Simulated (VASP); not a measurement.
Input:

```xyz
2
Lattice="0.0000 2.7103 2.7103 2.7103 0.0000 2.7103 2.7103 2.7103 0.0000" Properties=species:S:1:pos:R:3 pbc="T T T"
K      0.0000     0.0000     0.0000
F      2.7103     2.7103     2.7103
```

The numbers are results of PBE GGA, VASP's PBE PAW potentials (set 64) (plane waves; VASP), not measurements. Settings: 520 eV cut-off, Gaussian smearing of 0.050 eV, potentials K_sv F.

Problem. Give the energies of bands 6 to 10 at the high-symmetry points, in eV from the valence-band maximum.

Solution. 
| band | Γ | X | U | L | W |
|---|---|---|---|---|---|
| 6 | 0.00 | -0.23 | -0.32 | -0.75 | -0.37 |
| 7 | 0.00 | -0.07 | -0.21 | -0.31 | -0.17 |
| 8 | 0.00 | -0.07 | -0.18 | -0.31 | -0.17 |
| 9 | 5.95 | 8.16 | 8.85 | 8.89 | 9.58 |
| 10 | 10.56 | 10.07 | 10.50 | 10.29 | 9.58 |

The gap is direct, 5.95 eV, from the valence maximum at Γ to the conduction minimum at Γ.

Measured: gap 10.90 eV (computed value off by -4.95 eV), as given by David Koller et al., Journal of Physics Condensed Matter (2013), arXiv:1304.4470.

The compound is KF in the rock salt structure. It was relaxed first.
